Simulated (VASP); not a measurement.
Method: PBEsol GGA, VASP's PBE PAW potentials (set 64) (plane waves; VASP 6.6.1).

VASP ran on this input.

**KPOINTS**
```
Automatic mesh
0
Gamma
6 6 1
0 0 0
```

POSCAR:
```
Na(111) slab
1
    5.8910062999    -0.0000000000    -0.0000000000
   -2.9455031500     5.1017607709     0.0000000000
   -0.0000000000     0.0000000000    24.2874742739
Na
8
Direct
  0.6666670000   0.3333330000   0.3267120000
  0.3333330000   0.6666670000   0.3762230000
  0.0000000000   0.0000000000   0.4257340000
  0.6666670000   0.3333330000   0.4752450000
  0.3333330000   0.6666670000   0.5247550000
  0.0000000000   0.0000000000   0.5742660000
  0.6666670000   0.3333330000   0.6237770000
  0.3333330000   0.6666670000   0.6732880000
```

INCAR:
```
! general
SYSTEM  =  Na(111) slab
PREC    =  Normal
ENCUT   =  400
LREAL   =  .False.
LASPH   =  .True.

! electronic loop
EDIFF   =  1E-5
NELM    =  100
NELMIN  =  4
ALGO    =  Normal

! smearing
ISMEAR  =  1
SIGMA   =  0.1

! functional
GGA     =  PS

! ions
IBRION  =  2
NSW     =  50
ISIF    =  2
EDIFFG  =  -0.03

! output
LWAVE   =  .True.
LCHARG  =  .False.

! other
LDIPOL  =  .True.
IDIPOL  =  3
DIPOL   =  0.5 0.5 0.5
```

POTCAR, in this order: Na_pv (PBE.64 set). Program: vasp_std.

Output

### OUTCAR
```
 ion  position               nearest neighbor table
   1  0.667  0.333  0.327-
   2  0.333  0.667  0.376-
   3  0.000  0.000  0.426-
   4  0.667  0.333  0.475-
   5  0.333  0.667  0.525-
   6  0.000  0.000  0.574-
   7  0.667  0.333  0.624-
   8  0.333  0.667  0.673-
  LATTYP: Found a hexagonal cell.
 ALAT       =     5.8910062999
 C/A-ratio  =     4.1228056867
 Subroutine PRICEL returns:
 Original cell was already a primitive cell.
 Subroutine GETGRP returns: Found 12 space group operations
The static configuration has the point symmetry D_3d.
The dynamic configuration has the point symmetry D_3d.
 Subroutine INISYM returns: Found 12 space group operations
 Subroutine IBZKPT returns following result:
 Found      7 irreducible k-points:

 Following reciprocal coordinates:
            Coordinates               Weight
  0.000000  0.000000  0.000000      1.000000
  0.166667  0.000000  0.000000      6.000000
  0.333333  0.000000  0.000000      6.000000
  0.500000 -0.000000  0.000000      3.000000
  0.166667  0.166667  0.000000      6.000000
  0.333333  0.166667  0.000000     12.000000
  0.333333  0.333333  0.000000      2.000000
   k-points           NKPTS =      7   k-points in BZ     NKDIM =      7   number of bands    NBANDS=     33
   number of dos      NEDOS =    301   number of ions     NIONS =      8
   total plane-waves  NPLWV = 108000
   dimension x,y,z NGX =    30 NGY =   30 NGZ =  120
   dimension x,y,z NGXF=    60 NGYF=   60 NGZF=  240
   ions per type =               8
   PREC   = normal    normal or accurate (medium, high low for compatibility)
   ISTART =      0    job   : 0-new  1-cont  2-samecut
   ICHARG =      2    charge: 1-file 2-atom 10-const
   ISPIN  =      1    spin polarized calculation?
   LNONCOLLINEAR =      F non collinear calculations
   LSORBIT =      F    spin-orbit coupling
   INIWAV =      1    electr: 0-lowe 1-rand  2-diag
   ENCUT  =  400.0 eV  29.40 Ry    5.42 a.u.   9.61  9.61 39.61*2*pi/ulx,y,z
   NELM   =    100;   NELMIN=  4; NELMDL= -5     # of ELM steps
   EDIFF  = 0.1E-04   stopping-criterion for ELM
   LREAL  =      F    real-space projection
   NLSPLINE    = F    spline interpolate recip. space projectors
   LMAXMIX     =    2 max onsite mixed and CHGCAR
   VOSKOWN=      0    Vosko Wilk Nusair interpolation
   EDIFFG = -.3E-01   stopping-criterion for IOM
   NSW    =     50    number of steps for IOM
   NBLOCK =      1;   KBLOCK =     50    inner block; outer block
   IBRION =      2    ionic relax: 0-MD 1-quasi-New 2-CG
   NFREE  =      1    steps in history (QN), initial steepest desc. (CG)
   ISIF   =      2    stress and relaxation
   ISYM   =      2    0-nonsym 1-usesym 2-fastsym
   TEIN   =    0.0    initial temperature
   TEBEG  =    0.0;   TEEND  =   0.0 temperature during run
   SMASS  =  -3.00    Nose mass-parameter (am)
   PSTRESS=    0.0 pullay stress
   NELECT =      56.0000    total number of electrons
   EFERMI =   0.00;   METHOD = LEGACY
   ISMEAR =     1;   SIGMA  =   0.10  broadening in eV -4-tet -1-fermi 0-gaus
   IALGO  =     38    algorithm
   LDIAG  =      T    sub-space diagonalisation (order eigenvalues)
   IMIX   =      4    mixing-type and parameters
     AMIX     =   0.40;   BMIX     =  1.00
     AMIX_MAG =   1.60;   BMIX_MAG =  1.00
     AMIN     =   0.10
   GGA     = PS    functional components
   VOSKOWN =     0    Vosko Wilk Nusair interpolation
   LHFCALC =     F    Hartree Fock is set to
   LHFONE  =     F    Hartree Fock one center treatment
   AEXX    =    0.0000 exact exchange contribution
...
```

File OSZICAR:
```
...
DAV:   4    -0.101225415167E+02   -0.29530E-05   -0.37349E-04   408   0.126E-01    0.411E-02
DAV:   5    -0.101225330923E+02    0.84244E-05   -0.10311E-04   415   0.132E-01    0.723E-03
DAV:   6    -0.101225363899E+02   -0.32975E-05   -0.12865E-05   274   0.351E-02
   4 F= -.10122536E+02 E0= -.10121077E+02  d E =-.162669E-01
       N       E                     dE             d eps       ncg     rms          rms(c)
DAV:   1    -0.100099306974E+02    0.11260E+00   -0.60503E+01   508   0.469E+01    0.337E-01
DAV:   2    -0.101292140927E+02   -0.11928E+00   -0.12110E+00   464   0.711E+00    0.839E-02
DAV:   3    -0.101337096372E+02   -0.44955E-02   -0.41971E-02   492   0.152E+00    0.114E-01
DAV:   4    -0.101337252105E+02   -0.15573E-04   -0.20216E-03   483   0.306E-01    0.985E-02
DAV:   5    -0.101336149945E+02    0.11022E-03   -0.44545E-04   475   0.301E-01    0.271E-02
DAV:   6    -0.101336407205E+02   -0.25726E-04   -0.11565E-04   506   0.100E-01    0.117E-02
DAV:   7    -0.101336453273E+02   -0.46069E-05   -0.12251E-05   292   0.312E-02
   5 F= -.10133645E+02 E0= -.10131732E+02  d E =-.273758E-01
       N       E                     dE             d eps       ncg     rms          rms(c)
DAV:   1    -0.101180465146E+02    0.15594E-01   -0.95781E+00   506   0.179E+01    0.119E-01
DAV:   2    -0.101331552863E+02   -0.15109E-01   -0.15370E-01   464   0.263E+00    0.271E-02
DAV:   3    -0.101337319546E+02   -0.57667E-03   -0.51678E-03   540   0.510E-01    0.374E-02
DAV:   4    -0.101337290714E+02    0.28832E-05   -0.22593E-04   404   0.983E-02    0.317E-02
DAV:   5    -0.101337354861E+02   -0.64147E-05   -0.57804E-05   403   0.969E-02
   6 F= -.10133735E+02 E0= -.10131769E+02  d E =-.274660E-01
       N       E                     dE             d eps       ncg     rms          rms(c)
DAV:   1    -0.101308831025E+02    0.28460E-02   -0.20243E+00   498   0.819E+00    0.471E-02
DAV:   2    -0.101339106484E+02   -0.30275E-02   -0.30620E-02   465   0.120E+00    0.120E-02
DAV:   3    -0.101340272686E+02   -0.11662E-03   -0.99478E-04   515   0.216E-01    0.174E-02
DAV:   4    -0.101340242910E+02    0.29776E-05   -0.36876E-05   361   0.418E-02
   7 F= -.10134024E+02 E0= -.10132071E+02  d E =-.277548E-01
       N       E                     dE             d eps       ncg     rms          rms(c)
DAV:   1    -0.101296919838E+02    0.43353E-02   -0.43719E+00   500   0.920E+00    0.785E-02
DAV:   2    -0.101364746683E+02   -0.67827E-02   -0.70820E-02   463   0.136E+00    0.196E-02
DAV:   3    -0.101367319831E+02   -0.25731E-03   -0.23835E-03   465   0.269E-01    0.264E-02
DAV:   4    -0.101367323055E+02   -0.32242E-06   -0.11101E-04   364   0.549E-02    0.251E-02
DAV:   5    -0.101367305780E+02    0.17275E-05   -0.30626E-05   387   0.557E-02
   8 F= -.10136731E+02 E0= -.10135051E+02  d E =-.270629E-02
       N       E                     dE             d eps       ncg     rms          rms(c)
DAV:   1    -0.101306716515E+02    0.60607E-02   -0.45529E+00   500   0.939E+00    0.825E-02
DAV:   2    -0.101377640849E+02   -0.70924E-02   -0.73783E-02   463   0.139E+00    0.199E-02
DAV:   3    -0.101380407615E+02   -0.27668E-03   -0.24871E-03   473   0.274E-01    0.261E-02
DAV:   4    -0.101380410116E+02   -0.25006E-06   -0.11484E-04   374   0.562E-02    0.234E-02
DAV:   5    -0.101380428588E+02   -0.18473E-05   -0.38419E-05   396   0.625E-02
   9 F= -.10138043E+02 E0= -.10136643E+02  d E =-.401857E-02
       N       E                     dE             d eps       ncg     rms          rms(c)
DAV:   1    -0.101045218943E+02    0.33519E-01   -0.18380E+01   491   0.193E+01    0.181E-01
DAV:   2    -0.101385923684E+02   -0.34070E-01   -0.34862E-01   463   0.300E+00    0.481E-02
DAV:   3    -0.101398953216E+02   -0.13030E-02   -0.12131E-02   476   0.618E-01    0.617E-02
DAV:   4    -0.101398881175E+02    0.72041E-05   -0.54879E-04   423   0.124E-01    0.532E-02
DAV:   5    -0.101398672291E+02    0.20888E-04   -0.20448E-04   441   0.147E-01    0.830E-03
DAV:   6    -0.101398733122E+02   -0.60831E-05   -0.21472E-05   377   0.346E-02
  10 F= -.10139873E+02 E0= -.10139016E+02  d E =-.584902E-02
       N       E                     dE             d eps       ncg     rms          rms(c)
DAV:   1    -0.994683490719E+01    0.19303E+00   -0.76751E+01   491   0.428E+01    0.388E-01
DAV:   2    -0.101327550047E+02   -0.18592E+00   -0.18892E+00   478   0.737E+00    0.110E-01
DAV:   3    -0.101381333994E+02   -0.53784E-02   -0.53013E-02   499   0.128E+00    0.128E-01
DAV:   4    -0.101381786828E+02   -0.45283E-04   -0.23313E-03   496   0.259E-01    0.109E-01
DAV:   5    -0.101380984382E+02    0.80245E-04   -0.50958E-04   452   0.228E-01    0.331E-02
DAV:   6    -0.101381290763E+02   -0.30638E-04   -0.14547E-04   489   0.104E-01    0.166E-02
DAV:   7    -0.101381312023E+02   -0.21261E-05   -0.27797E-05   389   0.753E-02
  11 F= -.10138131E+02 E0= -.10137932E+02  d E =-.410691E-02
       N       E                     dE             d eps       ncg     rms          rms(c)
DAV:   1    -0.100928123099E+02    0.45317E-01   -0.24150E+01   516   0.227E+01    0.210E-01
DAV:   2    -0.101396288616E+02   -0.46817E-01   -0.47781E-01   463   0.348E+00    0.549E-02
DAV:   3    -0.101413352941E+02   -0.17064E-02   -0.16591E-02   477   0.704E-01    0.715E-02
DAV:   4    -0.101413363849E+02   -0.10908E-05   -0.76685E-04   465   0.149E-01    0.615E-02
DAV:   5    -0.101412680528E+02    0.68332E-04   -0.22561E-04   449   0.157E-01    0.155E-02
DAV:   6    -0.101412721614E+02   -0.41086E-05   -0.28151E-05   417   0.367E-02
  12 F= -.10141272E+02 E0= -.10140829E+02  d E =-.724787E-02
       N       E                     dE             d eps       ncg     rms          rms(c)
DAV:   1    -0.101402186790E+02    0.10494E-02   -0.71178E-01   508   0.372E+00    0.302E-02
DAV:   2    -0.101412624453E+02   -0.10438E-02   -0.10621E-02   464   0.535E-01    0.722E-03
DAV:   3    -0.101413007562E+02   -0.38311E-04   -0.33533E-04   399   0.962E-02    0.846E-03
DAV:   4    -0.101413013002E+02   -0.54400E-06   -0.15260E-05   304   0.247E-02
  13 F= -.10141301E+02 E0= -.10140772E+02  d E =-.727701E-02
       N       E                     dE             d eps       ncg     rms          rms(c)
DAV:   1    -0.101408954237E+02    0.40533E-03   -0.28058E-01   508   0.233E+00    0.159E-02
DAV:   2    -0.101413027745E+02   -0.40735E-03   -0.41444E-03   462   0.335E-01    0.483E-03
DAV:   3    -0.101413173971E+02   -0.14623E-04   -0.12945E-04   363   0.598E-02    0.632E-03
DAV:   4    -0.101413174340E+02   -0.36884E-07   -0.60053E-06   279   0.153E-02
  14 F= -.10141317E+02 E0= -.10140840E+02  d E =-.729314E-02
       N       E                     dE             d eps       ncg     rms          rms(c)
DAV:   1    -0.101412192856E+02    0.98112E-04   -0.70087E-02   500   0.117E+00    0.608E-03
DAV:   2    -0.101413215362E+02   -0.10225E-03   -0.10269E-03   463   0.167E-01    0.350E-03
DAV:   3    -0.101413247695E+02   -0.32332E-05   -0.31457E-05   360   0.289E-02    0.408E-03
DAV:   4    -0.101413246288E+02    0.14073E-06   -0.12635E-06   231   0.755E-03
  15 F= -.10141325E+02 E0= -.10140820E+02  d E =-.730034E-02
       N       E                     dE             d eps       ncg     rms          rms(c)
DAV:   1    -0.101300465099E+02    0.11278E-01   -0.84722E+00   514   0.171E+01    0.107E-01
DAV:   2    -0.101432257621E+02   -0.13179E-01   -0.13493E-01   463   0.253E+00    0.277E-02
DAV:   3    -0.101437070949E+02   -0.48133E-03   -0.45991E-03   508   0.488E-01    0.362E-02
DAV:   4    -0.101437105764E+02   -0.34815E-05   -0.20003E-04   440   0.990E-02    0.294E-02
DAV:   5    -0.101437045127E+02    0.60637E-05   -0.71023E-05   405   0.108E-01
  16 F= -.10143705E+02 E0= -.10143509E+02  d E =-.237988E-02
```

File OUTCAR:
```
------------------------ aborting loop because EDIFF is reached ----------------------------------------
  FORCE on cell =-STRESS in cart. coord.  units (eV):
  Direction    XX          YY          ZZ          XY          YZ          ZX
  --------------------------------------------------------------------------------------
  Total       -0.6313868     -0.6313867     -0.6174019      0.0000000      0.0000000      0.0000000
  in kB       -1.3858433     -1.3858431     -1.3551477      0.0000000      0.0000000      0.0000000
  external PRESSURE =      -1.3756114 kB  Pullay stress =       0.0000000 kB
  volume of cell :      729.95
      direct lattice vectors                 reciprocal lattice vectors
     5.891006300  0.000000000  0.000000000     0.169750285  0.098005379  0.000000000
    -2.945503150  5.101760771  0.000000000     0.000000000  0.196010759  0.000000000
     0.000000000  0.000000000 24.287474274     0.000000000  0.000000000  0.041173487
 POSITION                                       TOTAL-FORCE (eV/Angst)
 -----------------------------------------------------------------------------------
      2.94551      1.70059      8.08289        -0.000000      0.000000      0.020836
     -0.00000      3.40118      9.32387        -0.000000      0.000000     -0.028446
      5.89101      0.00000     10.21642         0.000000      0.000000      0.018624
      2.94551      1.70059     11.48937         0.000000     -0.000000      0.010893
     -0.00000      3.40118     12.79810         0.000000      0.000000     -0.010893
      0.00000      0.00000     14.07105         0.000000     -0.000000     -0.018624
      2.94551      1.70059     14.96361         0.000000     -0.000000      0.028446
     -0.00000      3.40118     16.20459         0.000000      0.000000     -0.020836
 -----------------------------------------------------------------------------------
    total drift:                                0.000000      0.000000      0.000000
  FREE ENERGIE OF THE ION-ELECTRON SYSTEM (eV)
  ---------------------------------------------------
  free  energy   TOTEN  =       -10.1437045127 eV

  energy  without entropy=      -10.1431175324  energy(sigma->0) =      -10.14350885

 reached required accuracy - stopping structural energy minimisation
```
(Selected blocks of OUTCAR.)

File CONTCAR:
```
Na(111) slab
   1.00000000000000
     5.8910062998999999    0.0000000000000000    0.0000000000000000
    -2.9455031500000000    5.1017607709000004    0.0000000000000000
     0.0000000000000000    0.0000000000000000   24.2874742738999991
  Na
     8
Direct
     0.6666669999999968    0.3333330000000032    0.3328006619814985
     0.3333330000000032    0.6666669999999968    0.3838961421569878
     1.0000000000000000    0.0000000000000000    0.4206456775332658
     0.6666669999999968    0.3333330000000032    0.4730575307092072
     0.3333330000000032    0.6666669999999968    0.5269424692907928
     0.0000000000000000    0.0000000000000000    0.5793543224667344
     0.6666669999999968    0.3333330000000032    0.6161038578430124
     0.3333330000000032    0.6666669999999968    0.6671993380185016
```

The cell is a thin slab with vacuum, built from Na (bcc): (111) face.
